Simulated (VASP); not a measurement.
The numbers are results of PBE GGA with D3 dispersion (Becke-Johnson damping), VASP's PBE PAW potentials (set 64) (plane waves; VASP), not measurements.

A VASP calculation is set up with these files.

### INCAR
```
SYSTEM = PbF2
PREC = Accurate
ENCUT = 520
EDIFF = 1E-7
NELM = 100
ALGO = Normal
LREAL = .FALSE.
LASPH = .TRUE.
ISMEAR = 0
SIGMA = 0.05
GGA = PE
IVDW = 12
LMAXMIX = 4
LWAVE = .FALSE.
LCHARG = .FALSE.
ISIF = 2
```

File POSCAR:
```
PbF2
1
    0.0000000000     2.9490769049     2.9490769049
    2.9490769049     0.0000000000     2.9490769049
    2.9490769049     2.9490769049     0.0000000000
Pb F
1 2
Direct
  0.0000000000   0.0000000000   0.0000000000
  0.2500000000   0.2500000000   0.2500000000
  0.7500000000   0.7500000000   0.7500000000
```

File KPOINTS:
```
Automatic mesh
0
G
7 7 7
0 0 0
```

POTCAR, in this order: Pb_d F (PBE.64 set). Program: vasp_std.

Output

File OSZICAR:
```
       N       E                     dE             d eps       ncg     rms          rms(c)
DAV:   1     0.308106098867E+03    0.30811E+03   -0.14984E+04   720   0.178E+03
DAV:   2     0.101418103478E+02   -0.29796E+03   -0.28977E+03   808   0.461E+02
DAV:   3    -0.154109088237E+02   -0.25553E+02   -0.25329E+02   840   0.150E+02
DAV:   4    -0.162017067415E+02   -0.79080E+00   -0.78932E+00   800   0.275E+01
DAV:   5    -0.162238817040E+02   -0.22175E-01   -0.22174E-01   850   0.454E+00    0.797E+00
DAV:   6    -0.143234548830E+02    0.19004E+01   -0.10118E+01   946   0.271E+01    0.264E+00
DAV:   7    -0.143210971076E+02    0.23578E-02   -0.42579E-01   730   0.458E+00    0.153E+00
DAV:   8    -0.143193208844E+02    0.17762E-02   -0.96042E-02   722   0.399E+00    0.486E-01
DAV:   9    -0.143167952938E+02    0.25256E-02   -0.17642E-02   860   0.110E+00    0.996E-02
DAV:  10    -0.143179123315E+02   -0.11170E-02   -0.12260E-03   720   0.304E-01    0.238E-02
DAV:  11    -0.143179253549E+02   -0.13023E-04   -0.61834E-05   758   0.703E-02    0.813E-03
DAV:  12    -0.143179334355E+02   -0.80806E-05   -0.11768E-05   720   0.274E-02    0.203E-03
DAV:  13    -0.143179335003E+02   -0.64777E-07   -0.70662E-07   966   0.874E-03
   1 F= -.14785058E+02 E0= -.14785058E+02  d E =-.663800E-11
```

**OUTCAR**
```
------------------------ aborting loop because EDIFF is reached ----------------------------------------
 Edisp (eV)   -0.46712
  FORCE on cell =-STRESS in cart. coord.  units (eV):
  Direction    XX          YY          ZZ          XY          YZ          ZX
  --------------------------------------------------------------------------------------
  Total       0.72426     0.72426     0.72426     0.00000    -0.00000     0.00000
  in kB      22.62136    22.62136    22.62136     0.00000    -0.00000     0.00000
  external pressure =       22.62 kB  Pullay stress =        0.00 kB
  volume of cell :       51.30
      direct lattice vectors                 reciprocal lattice vectors
     0.000000000  2.949076905  2.949076905    -0.169544578  0.169544578  0.169544578
     2.949076905  0.000000000  2.949076905     0.169544578 -0.169544578  0.169544578
     2.949076905  2.949076905  0.000000000     0.169544578  0.169544578 -0.169544578
 POSITION                                       TOTAL-FORCE (eV/Angst)
 -----------------------------------------------------------------------------------
      0.00000      0.00000      0.00000         0.000000     -0.000000      0.000000
      1.47454      1.47454      1.47454        -0.000000      0.000000     -0.000000
      4.42362      4.42362      4.42362         0.000000     -0.000000      0.000000
 -----------------------------------------------------------------------------------
    total drift:                                0.000000     -0.000000      0.000000
  FREE ENERGIE OF THE ION-ELECTRON SYSTEM (eV)
  ---------------------------------------------------
  free  energy   TOTEN  =       -14.7850584857 eV

  energy  without entropy=      -14.7850584857  energy(sigma->0) =      -14.78505849
```
(Selected blocks of OUTCAR.)

**OUTCAR**
```
 val. band max:        2.0637083084   @ k =  -0.2857   0.4286   0.1429

 cond. band min:       6.5192444089   @ k =   0.4286   0.4286   0.0000


 Fermi energy:         2.2845763673

 k-point     1 :       0.0000    0.0000    0.0000
  band No.  band energies     occupation
      1     -19.1471      2.00000
      2     -18.4996      2.00000
      3     -12.3826      2.00000
      4     -12.3826      2.00000
      5     -12.3826      2.00000
      6     -12.3193      2.00000
      7     -12.3193      2.00000
      8      -2.5806      2.00000
      9      -0.4977      2.00000
     10      -0.4976      2.00000
     11      -0.4976      2.00000
     12       0.0016      2.00000
     13       0.0016      2.00000
     14       0.0016      2.00000
     15       8.8630      0.00000
     16       8.8630      0.00000
     17       8.8630      0.00000
     18      12.7539      0.00000

 k-point     2 :       0.1429    0.0000    0.0000
  band No.  band energies     occupation
      1     -19.1060      2.00000
      2     -18.5367      2.00000
      3     -12.3741      2.00000
      4     -12.3741      2.00000
      5     -12.3387      2.00000
      6     -12.3190      2.00000
      7     -12.3190      2.00000
      8      -2.9354      2.00000
      9      -0.6539      2.00000
     10      -0.5396      2.00000
     11      -0.5396      2.00000
     12      -0.0300      2.00000
     13      -0.0300      2.00000
     14       0.5366      2.00000
     15       8.2054      0.00000
     16       9.0327      0.00000
     17       9.0327      0.00000
     18      13.8892      0.00000

 k-point     3 :       0.2857    0.0000    0.0000
  band No.  band energies     occupation
      1     -19.0035      2.00000
      2     -18.6279      2.00000
      3     -12.3638      2.00000
      4     -12.3638      2.00000
      5     -12.3096      2.00000
      6     -12.3096      2.00000
      7     -12.2435      2.00000
      8      -3.5176      2.00000
      9      -0.8733      2.00000
...
```

Unless said otherwise, spin-orbit coupling is left out, though it shifts the bands of the heavy elements here.

The compound is PbF2 in the fluorite structure, the β form. This cell is one point of a volume scan, at 0.97 of the reference volume.
